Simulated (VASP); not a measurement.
# MoS2: input slips in a phonon run and what they do, part 3 of 3

Some phonon runs on MoS2 get a fault in the input on purpose. Which of them show, and how? The starting structure is a measured crystal structure from the Crystallography Open Database.

VASP 6.6.1.

Results so far: reference B1g (2) 475.9 cm⁻¹; finite displacements, else as the reference B1g (2) 474.6 cm⁻¹.

The database entry behind the starting cell differs from later determinations by our own check (about 0.3 % long), so it need not match the best structure at ambient conditions.

### 4. Modes with a cutoff far too low

Level of this step: LDA; plane waves and PAW (Mo_sv, S) (VASP).

A slip made on purpose: a cutoff far too low. Against step 2 the input has ENCUT = 140 (also changed: NELM).

Contents of INCAR:

```
SYSTEM = MoS2
PREC = Accurate
ENCUT = 140
EDIFF = 1E-08
NELM = 60
ISMEAR = 0
SIGMA = 0.03
LREAL = .FALSE.
ALGO = Normal
GGA = CA
NBANDS = 32
LORBIT = 11
LWAVE = .FALSE.
LCHARG = .FALSE.
KPAR = 4
IBRION = 8
LEPSILON = .TRUE.
ISIF = 2
```

Contents of POSCAR:

```
MoS2
1.0
    3.1228966759      0.0000000000      0.0000000000
   -1.5614483380      2.7045078548      0.0000000000
    0.0000000000      0.0000000000     12.0635980418
Mo S
2 4
Direct
    0.6666666667      0.3333333333      0.7500000000
    0.3333333333      0.6666666667      0.2500000000
    0.6666666667      0.3333333333      0.3788591205
    0.3333333333      0.6666666667      0.8788591205
    0.6666666667      0.3333333333      0.1211408795
    0.3333333333      0.6666666667      0.6211408795
```

Contents of KPOINTS:

```
Automatic mesh
0
Gamma
8 8 2
0 0 0
```

PAW data sets: Mo_sv and S (LDA family, release 64).

On the command line:

```sh
$ mpirun -np 4 vasp_std
```

What it wrote:

```text
[... set-up lines as in an earlier step ...]
 entering main loop
       N       E                     dE             d eps       ncg     rms          rms(c)
DAV:   1     0.159159346212E+03    0.15916E+03   -0.15850E+04  1696   0.576E+02
DAV:   2    -0.393897328277E+02   -0.19855E+03   -0.19342E+03  1624   0.209E+02
DAV:   3    -0.458853157877E+02   -0.64956E+01   -0.64611E+01  1584   0.357E+01
DAV:   4    -0.459734055577E+02   -0.88090E-01   -0.87986E-01  1496   0.363E+00
[...]
DAV:  19    -0.389709902224E+02   -0.18987E-06   -0.27189E-09   952   0.238E-04    0.382E-04
DAV:  20    -0.389709902839E+02   -0.61504E-07   -0.78851E-10   864   0.121E-04    0.628E-05
DAV:  21    -0.389709902850E+02   -0.10969E-08   -0.11905E-10   856   0.433E-05
   1 F= -.38970990E+02 E0= -.38970990E+02  d E =-.948710E-44
 Linear response reoptimize wavefunctions to high precision
DAV:   1    -0.389709902900E+02   -0.50113E-08   -0.28619E-11   816   0.179E-05
DAV:   2    -0.389709902899E+02    0.12369E-09   -0.44707E-12   856   0.882E-06
[...]
RMM:  14    -0.842799264302E-01    0.55002E-08   -0.23941E-08  4552   0.436E-05    0.404E-07
 first order change of Fermi-energy   0.19216E-01
 force on displaced ion       3 direction 1 : -14.620  -0.000   0.001
 Born effective charge ion    3 direction 1 :   0.962   0.000   0.000
 Linear response progress:
  Degree of freedom:   4/  4
       N       E                     dE             d eps       ncg     rms          rms(c)
RMM:   1    -0.153721922518E+00   -0.15372E+00   -0.26709E-02  3178   0.130E+00
RMM:   2    -0.141067640443E+00    0.12654E-01   -0.10553E-02  2070   0.310E-01    0.458E-01
RMM:   3    -0.140837026467E+00    0.23061E-03   -0.13659E-03  2120   0.105E-01    0.321E-01
RMM:   4    -0.140904305202E+00   -0.67279E-04   -0.41510E-04  2049   0.686E-02    0.443E-02
[...]
RMM:  47    -0.140959018118E+00   -0.12303E-07    0.27894E-07   736   0.409E-05    0.243E-07
RMM:  48    -0.140959005181E+00    0.12937E-07    0.28850E-07   738   0.409E-05    0.299E-07
RMM:  49    -0.140959014420E+00   -0.92385E-08    0.28039E-07   717   0.409E-05    0.255E-07
 first order change of Fermi-energy  -0.12327E+01
 force on displaced ion       3 direction 3 :  -0.000   0.000 -24.597
 Born effective charge ion    3 direction 3 :   0.000   0.000   0.778
 Born effective charges drift removed
 Linear response finished
```

Elapsed: 48 s, on 4 MPI ranks of AMD EPYC 9R14 (Zen 4), shared host; peak memory 0.72 GiB; 3.2 min of CPU time.

Parts of OUTCAR (step 4):

```text
  Total     -147.0203521   -147.0203521   -142.9656483      0.0000000      0.0000000     -0.0000000
  in kB    -2311.8801717  -2311.8801718  -2248.1203652      0.0000000      0.0000000     -0.0000000
  external PRESSURE =   -2290.6269029 kB  Pullay stress =       0.0000000 kB

 POSITION                                       TOTAL-FORCE (eV/Angst)
 -----------------------------------------------------------------------------------
      1.56145      0.90150      9.04770        -0.000000     -0.000000      0.000000
     -0.00000      1.80301      3.01590         0.000000      0.000000      0.000000
      1.56145      0.90150      4.57040         0.000000      0.000000      0.339027
     -0.00000      1.80301     10.60220        -0.000000     -0.000000      0.339027
      1.56145      0.90150      1.46139         0.000000      0.000000     -0.339027
     -0.00000      1.80301      7.49319        -0.000000     -0.000000     -0.339027
 -----------------------------------------------------------------------------------
    total drift:                               -0.000000      0.000000     -0.000000

 MACROSCOPIC STATIC DIELECTRIC TENSOR (including local field effects in DFT)
 ------------------------------------------------------
          14.909009    -0.000000     0.000000
          -0.000000    14.909009     0.000000
           0.000000     0.000000     7.048636
 ------------------------------------------------------

 MACROSCOPIC STATIC DIELECTRIC TENSOR IONIC CONTRIBUTION
 ------------------------------------------------------
           0.334783    -0.000000    -0.000000
          -0.000000     0.334783    -0.000000
          -0.000000    -0.000000     0.125125
 ------------------------------------------------------

[... 1 part as in an earlier step ...]

[... 1 further part left out ...]
```

With a cutoff far too low the compared modes are at the top B1g (2) 565.2, A2u 558.5 cm⁻¹, at the bottom B1g (1) 66.4, E2g 39.6 cm⁻¹, with 4 more of the listed ones between; the largest shift among the levels compared is +89.3 cm⁻¹, in B1g (2), from the reference.

### 5. Modes with a structure that was not relaxed

A slip made on purpose: a structure that was not relaxed. Against step 2 the input has another starting structure (also changed: NELM).

INCAR, as its differences from that of step 4:

```diff
@@ -2,3 +2,3 @@
 PREC = Accurate
-ENCUT = 140
+ENCUT = 450
 EDIFF = 1E-08
```

Contents of POSCAR:

```
MoS2
1.0
    3.1690000000      0.0000000000      0.0000000000
   -1.5845000000      2.7444345046      0.0000000000
    0.0000000000      0.0000000000     12.3240000000
Mo S
2 4
Direct
    0.6666666667      0.3333333333      0.7500000000
    0.3333333333      0.6666666667      0.2500000000
    0.6666666667      0.3333333333      0.3770000000
    0.3333333333      0.6666666667      0.8770000000
    0.6666666667      0.3333333333      0.1230000000
    0.3333333333      0.6666666667      0.6230000000
```

KPOINTS is that of step 4.

On the command line:

```sh
$ mpirun -np 4 vasp_std
```

What it wrote:

```text
[... set-up lines as in an earlier step ...]
 entering main loop
       N       E                     dE             d eps       ncg     rms          rms(c)
DAV:   1     0.432129036631E+03    0.43213E+03   -0.27279E+04  1432   0.138E+03
DAV:   2    -0.282012327743E+02   -0.46033E+03   -0.44896E+03  1568   0.387E+02
DAV:   3    -0.514387146191E+02   -0.23237E+02   -0.23063E+02  1632   0.778E+01
DAV:   4    -0.518890292664E+02   -0.45031E+00   -0.44925E+00  1536   0.108E+01
[...]
DAV:  15    -0.488856822859E+02   -0.10136E-06   -0.92321E-07  1632   0.500E-03    0.307E-03
DAV:  16    -0.488856821432E+02    0.14269E-06   -0.69562E-07  1656   0.511E-03    0.570E-04
DAV:  17    -0.488856821465E+02   -0.32796E-08   -0.33888E-08  1384   0.108E-03
   1 F= -.48885682E+02 E0= -.48885682E+02  d E =-.284107E-41
 Linear response reoptimize wavefunctions to high precision
DAV:   1    -0.488856821458E+02    0.64028E-09   -0.17450E-09  1048   0.216E-04
DAV:   2    -0.488856821457E+02    0.90949E-10   -0.19228E-10   944   0.781E-05
 Linear response G [H, r] |phi>, progress :
  Direction:   1
[...]
RMM:  12    -0.916864522696E-01    0.88487E-08    0.19912E-08  8521   0.121E-04    0.289E-06
 first order change of Fermi-energy  -0.24955E-01
 force on displaced ion       3 direction 1 :  -9.353  -0.001   0.002
 Born effective charge ion    3 direction 1 :   0.521   0.001   0.000
 Linear response progress:
  Degree of freedom:   4/  4
       N       E                     dE             d eps       ncg     rms          rms(c)
RMM:   1    -0.167759171687E+00   -0.16776E+00   -0.14349E-01  3121   0.151E+00
RMM:   2    -0.146614063414E+00    0.21145E-01   -0.14665E-02  2029   0.484E-01    0.348E-01
RMM:   3    -0.146666120020E+00   -0.52057E-04   -0.14025E-03  2047   0.134E-01    0.234E-01
RMM:   4    -0.146836706052E+00   -0.17059E-03   -0.28333E-04  2000   0.740E-02    0.386E-02
[...]
RMM:  14    -0.146872197431E+00   -0.26987E-07   -0.78893E-08  2502   0.139E-04    0.301E-06
RMM:  15    -0.146872181153E+00    0.16278E-07    0.69497E-08  2304   0.136E-04    0.982E-07
RMM:  16    -0.146872182950E+00   -0.17974E-08    0.87682E-09  2108   0.135E-04    0.533E-07
 first order change of Fermi-energy  -0.11427E+01
 force on displaced ion       3 direction 3 :   0.000   0.000 -16.412
 Born effective charge ion    3 direction 3 :   0.000   0.000   0.338
 Born effective charges drift removed
 Linear response finished
```

Elapsed: 5.8 min, on 4 MPI ranks; peak memory 2 GiB.

OUTCAR, selected parts (step 5):

```text
  Total       -3.8376524     -3.8376524     -3.5592570     -0.0000000      0.0000000      0.0000000
  in kB      -57.3653198    -57.3653198    -53.2038586     -0.0000000      0.0000000      0.0000000
  external PRESSURE =     -55.9781660 kB  Pullay stress =       0.0000000 kB

 POSITION                                       TOTAL-FORCE (eV/Angst)
 -----------------------------------------------------------------------------------
      1.58450      0.91481      9.24300        -0.000000     -0.000000     -0.000000
     -0.00000      1.82962      3.08100        -0.000000      0.000000     -0.000000
      1.58450      0.91481      4.64615        -0.000000      0.000000     -0.464053
     -0.00000      1.82962     10.80815         0.000000      0.000000     -0.464053
      1.58450      0.91481      1.51585         0.000000      0.000000      0.464053
     -0.00000      1.82962      7.67785         0.000000     -0.000000      0.464053
 -----------------------------------------------------------------------------------
    total drift:                               -0.000000      0.000000     -0.000000

 MACROSCOPIC STATIC DIELECTRIC TENSOR (including local field effects in DFT)
 ------------------------------------------------------
          15.433056     0.000000    -0.000000
          -0.000000    15.433056     0.000000
           0.000000     0.000000     6.806370
 ------------------------------------------------------

 MACROSCOPIC STATIC DIELECTRIC TENSOR IONIC CONTRIBUTION
 ------------------------------------------------------
           0.191114    -0.000000     0.000000
          -0.000000     0.191114    -0.000000
           0.000000    -0.000000     0.055262
 ------------------------------------------------------

[... 1 part as in an earlier step ...]

[... 1 further part left out ...]
```

With a structure that was not relaxed the compared modes are at the top B1g (2) 453.7, A2u 450.5 cm⁻¹, at the bottom B1g (1) 42.2, E2g 29.2 cm⁻¹, with 4 more of the listed ones between; the largest shift among the levels compared is -22.2 cm⁻¹, in B1g (2), from the reference.

### 6. Modes with a displacement typed far too large

A slip made on purpose: a displacement typed far too large. Against step 2 the input has IBRION = 6, NFREE = 2, POTIM = 0.25 and no LEPSILON (also changed: NELM and NSW).

INCAR, as its differences from that of step 5:

```diff
@@ -15,4 +15,6 @@
 KPAR = 4
-IBRION = 8
-LEPSILON = .TRUE.
+IBRION = 6
+NFREE = 2
+POTIM = 0.25
+NSW = 1
 ISIF = 2
```

Contents of POSCAR:

```
MoS2
1.0
    3.1228966759      0.0000000000      0.0000000000
   -1.5614483380      2.7045078548      0.0000000000
    0.0000000000      0.0000000000     12.0635980418
Mo S
2 4
Direct
    0.6666666667      0.3333333333      0.7500000000
    0.3333333333      0.6666666667      0.2500000000
    0.6666666667      0.3333333333      0.3788591205
    0.3333333333      0.6666666667      0.8788591205
    0.6666666667      0.3333333333      0.1211408795
    0.3333333333      0.6666666667      0.6211408795
```

KPOINTS is that of step 5.

On the command line:

```sh
$ mpirun -np 4 vasp_std
```

What it wrote:

```text
[... set-up lines as in an earlier step ...]
 entering main loop
       N       E                     dE             d eps       ncg     rms          rms(c)
[... 17 cycles as in an earlier step ...]
   1 F= -.48956284E+02 E0= -.48956284E+02  d E =-.702546E-55
[... from here on, the cycles between the ionic steps are left out ...]
   2 F= -.48953874E+02 E0= -.48953874E+02  d E =-.688778E-11
   3 F= -.48953874E+02 E0= -.48953874E+02  d E =-.688745E-11
   4 F= -.48952725E+02 E0= -.48952725E+02  d E =-.297870E-54
   5 F= -.48952725E+02 E0= -.48952725E+02  d E =-.297888E-54
   6 F= -.48955129E+02 E0= -.48955129E+02  d E =-.123014E-10
   7 F= -.48955129E+02 E0= -.48955129E+02  d E =-.123023E-10
   8 F= -.48954320E+02 E0= -.48954320E+02  d E =-.876446E-52
   9 F= -.48954215E+02 E0= -.48954215E+02  d E =-.232772E-11
 Finite differences progress:
  Degree of freedom:   4/  4
  Displacement:        2/  2
  Total:               8/  8
```

It took 2.1 min on 4 MPI ranks; peak memory 1.4 GiB.

From OUTCAR (step 6):

```text
[... 6 parts as in an earlier step ...]

[... 1 further part left out ...]
[key lines of the parts left out:]
E-fermi :   8.2136
```

With a displacement typed far too large the compared modes are at the top B1g (2) 474.6, A2u 470.7 cm⁻¹, at the bottom B1g (1) 56.8, E2g 35.7 cm⁻¹, with 4 more of the listed ones between, as with finite displacements, else as the reference.

### 7. Modes with a k mesh far too coarse

A slip made on purpose: a k mesh far too coarse. Against step 2 the input has a 1×1×1 mesh (also changed: NELM and KPAR).

INCAR, as its differences from that of step 6:

```diff
@@ -14,7 +14,4 @@
 LCHARG = .FALSE.
-KPAR = 4
-IBRION = 6
-NFREE = 2
-POTIM = 0.25
-NSW = 1
+IBRION = 8
+LEPSILON = .TRUE.
 ISIF = 2
```

POSCAR is that of step 6.

Contents of KPOINTS:

```
Automatic mesh
0
Gamma
1 1 1
0 0 0
```

On the command line:

```sh
$ mpirun -np 4 vasp_std
```

What it wrote:

```text
[banner, memory and clock lines left out]
running    4 mpi-ranks, on    1 nodes
[...]
LDA part: xc-table for (Slater(with rela. corr.)+CA(PZ))
 , standard interpolation
 POSCAR, INCAR and KPOINTS ok, starting setup
[...]
entering main loop
       N       E                     dE             d eps       ncg     rms          rms(c)
DAV:   1     0.512833193741E+03    0.51283E+03   -0.28128E+04    72   0.139E+03
DAV:   2    -0.986156746422E+00   -0.51382E+03   -0.50116E+03    72   0.417E+02
DAV:   3    -0.330238954306E+02   -0.32038E+02   -0.31455E+02    80   0.844E+01
DAV:   4    -0.340073683799E+02   -0.98347E+00   -0.98202E+00    72   0.140E+01
[...]
DAV:  15    -0.305082786565E+02    0.13464E-06   -0.67911E-07    80   0.396E-03    0.256E-03
DAV:  16    -0.305082786516E+02    0.48885E-08   -0.15492E-07    80   0.206E-03    0.846E-04
DAV:  17    -0.305082786515E+02    0.11278E-09   -0.68230E-09    56   0.547E-04
   1 F= -.30508279E+02 E0= -.30508279E+02  d E =-.958260E-24
[...]
RMM:  60    -0.975073756876E-01   -0.12536E-06   -0.57882E-06   164   0.145E-04    0.267E-06
 first order change of Fermi-energy  -0.23425E-04
 force on displaced ion       3 direction 1 : -13.610  -0.025  -0.001
 Born effective charge ion    3 direction 1 :  -4.198   0.001   0.000
 Linear response progress:
  Degree of freedom:   4/  4
       N       E                     dE             d eps       ncg     rms          rms(c)
RMM:   1    -0.170536269862E+00   -0.17054E+00   -0.11327E-01   152   0.171E+00
RMM:   2    -0.149764382497E+00    0.20772E-01   -0.14294E-02   105   0.436E-01    0.455E-01
RMM:   3    -0.149557594850E+00    0.20679E-03   -0.43399E-03   106   0.273E-01    0.449E-01
RMM:   4    -0.149209401887E+00    0.34819E-03   -0.11871E-03   106   0.144E-01    0.239E-01
[...]
RMM:  21    -0.149573212659E+00    0.68161E-07   -0.43296E-06   144   0.995E-05    0.101E-05
RMM:  22    -0.149573202855E+00    0.98044E-08   -0.43337E-06   150   0.992E-05    0.905E-06
RMM:  23    -0.149573243439E+00   -0.40584E-07   -0.43067E-06   147   0.992E-05    0.940E-06
 first order change of Fermi-energy   0.23816E+00
 force on displaced ion       3 direction 3 :  -0.000  -0.000 -13.880
 Born effective charge ion    3 direction 3 :  -0.000   0.000   0.739
 Born effective charges drift removed
 Linear response finished
```

The job ended after 30 s (4 MPI ranks; peak memory 0.47 GiB; 1.9 min of CPU time).

OUTCAR, selected parts (step 7):

```text
  Total       25.3295966     25.3295966     -4.6833225     -0.0000000      0.0000000     -0.0000000
  in kB      398.3053460    398.3053460    -73.6447725     -0.0000000      0.0000000     -0.0000000
  external PRESSURE =     240.9886398 kB  Pullay stress =       0.0000000 kB

 POSITION                                       TOTAL-FORCE (eV/Angst)
 -----------------------------------------------------------------------------------
      1.56145      0.90150      9.04770        -0.000000      0.000000      0.000000
     -0.00000      1.80301      3.01590         0.000000     -0.000000      0.000000
      1.56145      0.90150      4.57040        -0.000000     -0.000000     -5.170992
     -0.00000      1.80301     10.60220        -0.000000      0.000000     -5.170992
      1.56145      0.90150      1.46139         0.000000     -0.000000      5.170992
     -0.00000      1.80301      7.49319        -0.000000      0.000000      5.170992
 -----------------------------------------------------------------------------------
    total drift:                               -0.000000      0.000000     -0.000000

 MACROSCOPIC STATIC DIELECTRIC TENSOR (including local field effects in DFT)
 ------------------------------------------------------
          33.578414    -0.000000     0.000000
          -0.000000    33.578414     0.000000
           0.000000    -0.000000     5.419774
 ------------------------------------------------------

 MACROSCOPIC STATIC DIELECTRIC TENSOR IONIC CONTRIBUTION
 ------------------------------------------------------
           0.021156    -0.000000    -0.000000
          -0.000000     0.021156    -0.000000
          -0.000000    -0.000000     0.386411
 ------------------------------------------------------

[... 1 part as in an earlier step ...]

[... 1 further part left out ...]
```

With a k mesh far too coarse the compared modes are at the top B1g (2) 414.7, A1g 389.5 cm⁻¹, at the bottom B1g (1) 157.9, E2g 40.0 cm⁻¹, with 4 more of the listed ones between; the largest shift among the levels compared is -103.0 cm⁻¹, in A2u, from the reference.

### 8. All runs side by side

| run | B1g (2) | A2u | A1g | B2u | E1g | E2u | B1g (1) | E2g | method | core minutes |
| --- | --- | --- | --- | --- | --- | --- | --- | --- | --- | --- |
| reference | 475.9 | 470.8 | 413.0 | 408.7 | 290.7 | 287.4 | 55.2 | 36.2 | perturbation theory | 22.3 |
| finite displacements, else as the reference | 474.6 | 470.7 | 413.0 | 408.5 | 290.0 | 287.3 | 56.8 | 35.7 | finite displacements | 8.6 |
| a cutoff far too low | 565.2 | 558.5 | 477.3 | 469.8 | 348.7 | 344.7 | 66.4 | 39.6 | perturbation theory | 3.2 |
| a structure that was not relaxed | 453.7 | 450.5 | 394.2 | 392.7 | 276.8 | 274.5 | 42.2 | 29.2 | perturbation theory | 23.2 |
| a displacement typed far too large | 474.6 | 470.7 | 413.0 | 408.5 | 290.0 | 287.3 | 56.8 | 35.7 | finite displacements | 8.47 |
| a k mesh far too coarse | 414.7 | 367.8 | 389.5 | 316.3 | 266.7 | 254.6 | 157.9 | 40.0 | perturbation theory | 2.0 |

Modes are in cm⁻¹, degenerate ones as one, matched between runs by symmetry and order. A number in brackets counts the listed modes of one symmetry from the lowest. The symmetry labels come from an automatic analysis and can be wrong where levels nearly coincide. Levels within 1 cm⁻¹ of another in the first run are left out, since their labels are uncertain. Core minutes are wall time times ranks of the run shown, on a shared host.

### 9. Summary of results

```json
{
  "B1g (2), reference": "475.9 cm⁻¹",
  "E2g, reference": "36.2 cm⁻¹",
  "B1g (2), finite displacements, else as the reference": "474.6 cm⁻¹",
  "E2g, finite displacements, else as the reference": "35.7 cm⁻¹",
  "B1g (2), a cutoff far too low": "565.2 cm⁻¹",
  "E2g, a cutoff far too low": "39.6 cm⁻¹",
  "B1g (2), a structure that was not relaxed": "453.7 cm⁻¹",
  "E2g, a structure that was not relaxed": "29.2 cm⁻¹",
  "B1g (2), a displacement typed far too large": "474.6 cm⁻¹",
  "E2g, a displacement typed far too large": "35.7 cm⁻¹",
  "B1g (2), a k mesh far too coarse": "414.7 cm⁻¹",
  "E2g, a k mesh far too coarse": "40.0 cm⁻¹"
}
```

What this shows: Finished, but with signs in the output that stand out against the reference: a cutoff far too low, with modes among those compared off by up to +89 cm⁻¹, in B1g (2) (signs: a pressure of -229.1 GPa on the undisplaced cell and forces of up to 0.34 eV/Å on the undisplaced atoms); a structure that was not relaxed, with modes among those compared off by up to -22 cm⁻¹, in B1g (2) (signs: a pressure of -5.6 GPa on the undisplaced cell and forces of up to 0.46 eV/Å on the undisplaced atoms); a k mesh far too coarse, with modes among those compared off by up to -103 cm⁻¹, in A2u (signs: a pressure of 24.1 GPa on the undisplaced cell and forces of up to 5.17 eV/Å on the undisplaced atoms). The displacement typed far too large never took effect: VASP put its default in its place. Runs with finite displacements are held against the sound run of that kind. The reference (perturbation theory) and the sound run with finite displacements differ by +1.6 cm⁻¹ in B1g (1) themselves, and which lies nearer isn't tested. The dielectric constants and Born charges in the logs aren't compared here; at a small gap they can be far off, and in a run without a gap they mean nothing. The frequencies are harmonic, and the splitting of polar modes by their long-range field is left out. Further runs on this material are not shown.

[Lines on the potential files, build, host, timing and source positions are cut from VASP's logs without a mark.]

[Logs are printed without paths, hosts, clocks, repeated set-up lines and the standing remarks that a program may print on its own settings, such as how far it seeks lower states.]

[Hosts, paths, dates, database ids (printed as entryN), source tags and the programs' standing remarks are cut or masked in the printed files.]
